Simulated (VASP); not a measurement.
# Ti2RuC3 (I4/mmm) in VASP: single point with PBE

Aim: the single point of Ti2RuC3 with PBE.

Everything below comes from runs of VASP 6.6.1. Logs are shortened: lines on timing, memory, paths and dates and some standing lists are left out, and cuts for length are marked.

### 1 The crystal as given

Symmetry: I4/mmm, No. 139, tetragonal system. The conventional cell has a = 3.056 Å, b = 3.056 Å, c = 12.897 Å, α = 90.00°, β = 90.00°, γ = 90.00°. Ti (site symmetry 4mm) is surrounded by 6 C at 2.14 to 2.16 Å. Around Ru (site symmetry 4/mmm) lie 6 C at 2.15 to 2.16 Å. Around C (site symmetry 4mm) lie 5 Ti at 2.14 to 2.16 Å and 1 Ru at 2.15 Å. C (site symmetry 4/mmm) has 4 Ru at 2.16 Å and 2 Ti at 2.16 Å as nearest neighbours.

The cell was built by a generator and needn't be a form met in nature.

### 2 Single point, PBE

Input file INCAR:

```
SYSTEM = Ti2RuC3
  ALGO = Fast
  EDIFF = 1E-5
  ENCUT = 520
  GGA = PE
  ISIF = 2
  ISMEAR = 0
  KPAR = 4
  LASPH = .True.
  LCHARG = .False.
  LREAL = Auto
  LWAVE = .False.
  NBANDS = 62
  NELM = 80
  PREC = Normal
  SIGMA = 0.15
```

Input file KPOINTS:

```
k-points
0
Gamma
  4 4 4
  0 0 0
```

Input file POSCAR:

```
Ti2RuC3
1.0
   -1.5277700000      1.5277700000      6.4484500000
    3.0555400000     -3.0555400000     12.8969000000
    1.5277700000      1.5277700000     -6.4484500000
Ti Ru C
4 2 6
Direct
    0.6676550000      0.3338275000      0.0000000000
    0.6676550000      0.8338275000      0.0000000000
    0.3323450000      0.1661725000      0.0000000000
    0.3323450000      0.6661725000      0.0000000000
    0.0000000000      0.0000000000      0.0000000000
    0.0000000000      0.5000000000      0.0000000000
    0.8332790000      0.4166395000      0.0000000000
    0.8332790000      0.9166395000      0.0000000000
    0.1667210000      0.0833605000      0.0000000000
    0.1667210000      0.5833605000      0.0000000000
    0.5000000000      0.2500000000      0.0000000000
    0.5000000000      0.7500000000      0.0000000000
```

Potentials or basis: VASP PAW PBE potentials, release 64 (Ti_sv, Ru_pv, C).

On the command line:

```bash
> cat potpaw_PBE.64/Ti_sv/POTCAR potpaw_PBE.64/Ru_pv/POTCAR potpaw_PBE.64/C/POTCAR > POTCAR
> mpirun -np 4 vasp_std > vasp.out
```

OUTCAR:

```text
SYSTEM = Ti2RuC3
   EDIFF = 1E-5
   ENCUT = 520
   GGA = PE
   ISIF = 2
   ISMEAR = 0
   LASPH = .True.
   LREAL = Auto
   NELM = 80
   PREC = Normal

 ion  position               nearest neighbor table
   1  0.668  0.334  0.000-   7 2.14  10 2.16   9 2.16  10 2.16   9 2.16  11 2.16   5 3.06   5 3.06
                             6 3.06   6 3.06
   2  0.668  0.834  0.000-   8 2.14   9 2.16  10 2.16   9 2.16  10 2.16  12 2.16   6 3.06   6 3.06
                             5 3.06   5 3.06
   3  0.332  0.166  0.000-   9 2.14   8 2.16   7 2.16   7 2.16   8 2.16  11 2.16   6 3.06   5 3.06
                             6 3.06   5 3.06
   4  0.332  0.666  0.000-  10 2.14   7 2.16   8 2.16   8 2.16   7 2.16  12 2.16   5 3.06   6 3.06
                             5 3.06   6 3.06
   5  0.000  0.000  0.000-   8 2.15   9 2.15  11 2.16  12 2.16  11 2.16  12 2.16   6 3.06   6 3.06
                             1 3.06   4 3.06   3 3.06   1 3.06   4 3.06   2 3.06   3 3.06   2 3.06
   6  0.000  0.500  0.000-   7 2.15  10 2.15  12 2.16  11 2.16  12 2.16  11 2.16   5 3.06   5 3.06
                             2 3.06   3 3.06   4 3.06   2 3.06   3 3.06   1 3.06   4 3.06   1 3.06
   7  0.833  0.417  0.000-   1 2.14   6 2.15   3 2.16   4 2.16   4 2.16   3 2.16
   8  0.833  0.917  0.000-   2 2.14   5 2.15   4 2.16   3 2.16   3 2.16   4 2.16
   9  0.167  0.083  0.000-   3 2.14   5 2.15   1 2.16   1 2.16   2 2.16   2 2.16
  10  0.167  0.583  0.000-   4 2.14   6 2.15   2 2.16   2 2.16   1 2.16   1 2.16
  11  0.500  0.250  0.000-   6 2.16   5 2.16   6 2.16   5 2.16   3 2.16   1 2.16
  12  0.500  0.750  0.000-   5 2.16   6 2.16   5 2.16   6 2.16   4 2.16   2 2.16

  LATTYP: Found a base centered monoclinic cell.
 ALAT       =    13.2539184508
 B/A-ratio  =     0.2305386148
 C/A-ratio  =     0.4610772296
 COS(beta)  =    -0.2305386148

  Lattice vectors:

 A1 = (  -1.5277700000,   1.5277700000,   6.4484500000)
 A2 = (  -1.5277700000,  -1.5277700000,   6.4484500000)
 A3 = (   6.1110800000,   0.0000000000,   0.0000000000)

Analysis of symmetry for initial positions (statically):
=====================================================================
 Subroutine PRICEL returns following result:

  LATTYP: Found a body centered tetragonal cell.
 ALAT       =     3.0555400000
 C/A-ratio  =     4.2208251242

  Lattice vectors:

 A1 = (  -1.5277700000,   1.5277700000,   6.4484500000)
 A2 = (   1.5277700000,  -1.5277700000,   6.4484500000)
 A3 = (   1.5277700000,   1.5277700000,  -6.4484500000)

   2 primitive cells build up your supercell.

 Routine SETGRP: Setting up the symmetry group for a
 base centered monoclinic supercell.

 Subroutine GETGRP returns: Found  4 space group operations
 (whereof  4 operations were pure point group operations)
 out of a pool of  4 trial point group operations.

The static configuration has the point symmetry C_2h.

Analysis of symmetry for dynamics (positions and initial velocities):
=====================================================================
 Subroutine PRICEL returns following result:

  LATTYP: Found a body centered tetragonal cell.
 ALAT       =     3.0555400000
 C/A-ratio  =     4.2208251242

  Lattice vectors:

 A1 = (  -1.5277700000,   1.5277700000,   6.4484500000)
 A2 = (   1.5277700000,  -1.5277700000,   6.4484500000)
 A3 = (   1.5277700000,   1.5277700000,  -6.4484500000)

   2 primitive cells build up your supercell.

 Routine SETGRP: Setting up the symmetry group for a
 base centered monoclinic supercell.

 Subroutine GETGRP returns: Found  4 space group operations
 (whereof  4 operations were pure point group operations)
 out of a pool of  4 trial point group operations.

The dynamic configuration has the point symmetry C_2h.

 Subroutine INISYM returns: Found  4 space group operations
 (whereof  4 operations are pure point group operations),
 and found     2 'primitive' translations

----------------------------------------------------------------------------------------

                                     Primitive cell

  volume of cell :      60.2048

  direct lattice vectors                    reciprocal lattice vectors
[... 31 lines left out ...]

 Generating k-lattice:

  Cartesian coordinates                     Fractional coordinates (reciprocal lattice)
     0.000000000  0.081818598  0.019384503     0.250000000  0.000000000 -0.000000000
     0.040909299  0.000000000  0.009692252     0.000000000  0.250000000 -0.000000000
     0.081818598  0.081818598  0.000000000     0.000000000  0.000000000  0.250000000

  Length of vectors
     0.084083542  0.042041771  0.115708971

  Shift w.r.t. Gamma in fractional coordinates (k-lattice)
     0.000000000  0.000000000  0.000000000

 Subroutine IBZKPT returns following result:
 ===========================================

 Found     24 irreducible k-points:

 Following reciprocal coordinates:
            Coordinates               Weight
  0.000000  0.000000  0.000000      1.000000
  0.250000  0.000000  0.000000      4.000000
  0.500000  0.000000  0.000000      2.000000
  0.000000  0.250000  0.000000      2.000000
  0.250000  0.250000  0.000000      4.000000
  0.500000  0.250000  0.000000      4.000000
[... 16 lines left out ...]
  0.500000  0.250000  0.500000      2.000000
  0.500000  0.500000  0.500000      1.000000
   k-points           NKPTS =     24   k-points in BZ     NKDIM =     24   number of bands    NBANDS=     62
   number of dos      NEDOS =    301   number of ions     NIONS =     12
   total plane-waves  NPLWV = 128000
   dimension x,y,z NGX =    40 NGY =   80 NGZ =   40
   dimension x,y,z NGXF=    80 NGYF=  160 NGZF=   80
   ions per type =               4   2   6
   NGX,Y,Z   is equivalent  to a cutoff of   9.78,  9.78,  9.78 a.u.
   NGXF,Y,Z  is equivalent  to a cutoff of  19.56, 19.56, 19.56 a.u.
 SYSTEM =  Ti2RuC3
   PREC   = normal    normal or accurate (medium, high low for compatibility)
   ISTART =      0    job   : 0-new  1-cont  2-samecut
   ICHARG =      2    charge: 1-file 2-atom 10-const
   ISPIN  =      1    spin polarized calculation?
   LNONCOLLINEAR =      F non collinear calculations
   LSORBIT =      F    spin-orbit coupling
   LASPH  =      T    aspherical Exc in radial PAW
   ENCUT  =  520.0 eV  38.22 Ry    6.18 a.u.  12.64 25.29 12.64*2*pi/ulx,y,z
   NELM   =     80;   NELMIN=  2; NELMDL= -5     # of ELM steps
   EDIFF  = 0.1E-04   stopping-criterion for ELM
   LREAL  =      T    real-space projection
   EDIFFG = 0.1E-03   stopping-criterion for IOM
   NSW    =      0    number of steps for IOM
   IBRION =     -1    ionic relax: 0-MD 1-quasi-New 2-CG
   NFREE  =      0    steps in history (QN), initial steepest desc. (CG)
   ISIF   =      2    stress and relaxation
   ISYM   =      2    0-nonsym 1-usesym 2-fastsym
   POTIM  = 0.5000    time-step for ionic-motion
   TEBEG  =    0.0;   TEEND  =   0.0 temperature during run
   PSTRESS=    0.0 pullay stress
   NELECT =     100.0000    total number of electrons
   NUPDOWN=      -1.0000    fix difference up-down
   EMIN   =  10.00;   EMAX   =-10.00  energy-range for DOS
   EFERMI =   0.00;   METHOD = LEGACY
   ISMEAR =     0;   SIGMA  =   0.15  broadening in eV -4-tet -1-fermi 0-gaus
   EFERMI_NEDOS =   21; number of points for ismear=-14 and -15
   IALGO  =     68    algorithm
   IMIX   =      4    mixing-type and parameters
     AMIX     =   0.40;   BMIX     =  1.00
     AMIX_MAG =   1.60;   BMIX_MAG =  1.00
  volume/ion in A,a.u.               =      10.03        67.71
  Fermi-wavevector in a.u.,A,eV,Ry     =   1.538820  2.907948 32.218134  2.367966
  Thomas-Fermi vector in A             =   2.645135
   LORBIT       =      0    0 simple, 1 ext, 2 COOP (PROOUT), +10 PAW based schemes
   GGA     = PE    functional components
   LHFCALC =     F    Hartree Fock is set to
   AEXX    =    0.0000 exact exchange contribution
   IVDW    =     0    specifies the selected vdW correction
   LEPSILON=     F    determine dielectric tensor
   LRPA    =     F    only Hartree local field effects (RPA)
 non-spin polarized calculation
 RMM-DIIS sequential band-by-band and
 Gauss-broadening in eV      SIGMA  =   0.15
  energy-cutoff  :      520.00
  volume of cell :      120.41
 maximum number of plane-waves:      3262
   NGX = 25   NGY = 51   NGZ = 25

 number of electron     100.0000000 magnetization

 number of electron      99.9999980 magnetization

 Free energy of the ion-electron system (eV)
  ---------------------------------------------------
  ext. energy  EPLUGINS =         0.00000000
  ---------------------------------------------------
  free energy    TOTEN  =      -108.18820813 eV

  energy without entropy =     -108.12664703  energy(sigma->0) =     -108.15742758

 E-fermi :  10.4953     XC(G=0): -13.0710

 val. band max:       10.4641012949   @ k =   0.5000   0.0000   0.0000
 cond. band min:      10.4956330305   @ k =   0.0000   0.0000   0.0000
 fundamental gap:      0.0315317356
 Fermi energy:        10.4952594481

 k-point     1 :       0.0000    0.0000    0.0000
  band No.  band energies     occupation
      1     -46.3299      2.00000
      2     -46.2771      2.00000
      3     -46.2770      2.00000
      4     -46.2748      2.00000
      5     -33.0510      2.00000
      6     -33.0492      2.00000
[... 1549 lines left out ...]
     61      13.0424      0.00000
     62      14.3767      0.00000

------------------------ aborting loop because EDIFF is reached ----------------------------------------

  FORCE on cell =-STRESS in cart. coord.  units (eV):
  Direction    XX          YY          ZZ          XY          YZ          ZX
  --------------------------------------------------------------------------------------
  -------------------------------------------------------------------------------------
  Total        1.1476340      1.0990863      0.6079057      0.0000000      0.0000000     -0.0236310
  in kB       15.2704802     14.6245017      8.0888270      0.0000000      0.0000000     -0.3144358
  external PRESSURE =      12.6612696 kB  Pullay stress =       0.0000000 kB

 VOLUME and BASIS-vectors are now :
 -----------------------------------------------------------------------------
  energy-cutoff  :      520.00
  volume of cell :      120.41
      direct lattice vectors                 reciprocal lattice vectors
    -1.527770000  1.527770000  6.448450000     0.000000000  0.327274393  0.077538013
     3.055540000 -3.055540000 12.896900000     0.163637197  0.000000000  0.038769007
     1.527770000  1.527770000 -6.448450000     0.327274393  0.327274393  0.000000000

 POSITION                                       TOTAL-FORCE (eV/Angst)
 -----------------------------------------------------------------------------------
     -0.00000      0.00000      8.61068         0.006660      0.000000      0.081634
      1.52777     -1.52777     15.05913         0.006660      0.000000      0.081634
      0.00000     -0.00000      4.28622        -0.006660     -0.000000     -0.081634
      1.52777     -1.52777     10.73467        -0.006660     -0.000000     -0.081634
      0.00000      0.00000      0.00000         0.000000      0.000000     -0.000000
      1.52777     -1.52777      6.44845         0.000000      0.000000     -0.000000
      0.00000     -0.00000     10.74672         0.010169     -0.000000     -0.091868
      1.52777     -1.52777     17.19517         0.010169     -0.000000     -0.091868
     -0.00000      0.00000      2.15018        -0.010169      0.000000      0.091868
      1.52777     -1.52777      8.59863        -0.010169      0.000000      0.091868
      0.00000      0.00000      6.44845         0.000000      0.000000     -0.000000
      1.52777     -1.52777     12.89690         0.000000      0.000000     -0.000000
 -----------------------------------------------------------------------------------
    total drift:                                0.000000      0.000000     -0.000000

  FREE ENERGIE OF THE ION-ELECTRON SYSTEM (eV)
  ---------------------------------------------------
  free  energy   TOTEN  =      -108.1882081252 eV

  energy  without entropy=     -108.1266470305  energy(sigma->0) =     -108.15742758
```

It took 6.2 min on 4 MPI ranks of Intel Xeon Platinum 8488C (Sapphire Rapids), shared host; peak memory 0.43 GiB.

What came out:

- Free energy: -108.1882 eV
- Pressure: 1.3 GPa
- Largest force: 0.092 eV/Å
- Band gap on the k mesh: none (metal or under the smearing width)

Forces in eV/Å, atoms in the order of the input:
```
Ti   0.007  0.000  0.082
Ti   0.007  0.000  0.082
Ti  -0.007  0.000 -0.082
Ti  -0.007  0.000 -0.082
Ru   0.000  0.000  0.000
Ru   0.000  0.000  0.000
C    0.010  0.000 -0.092
C    0.010  0.000 -0.092
C   -0.010  0.000  0.092
C   -0.010  0.000  0.092
C    0.000  0.000  0.000
C    0.000  0.000  0.000
```

Stress tensor (GPa, compression positive):
```
 1.53  0.00 -0.03
 0.00  1.46  0.00
-0.03  0.00  0.81
```

Caveat: the k mesh is coarse (spacing up to 0.73 Å⁻¹), so the values aren't converged.
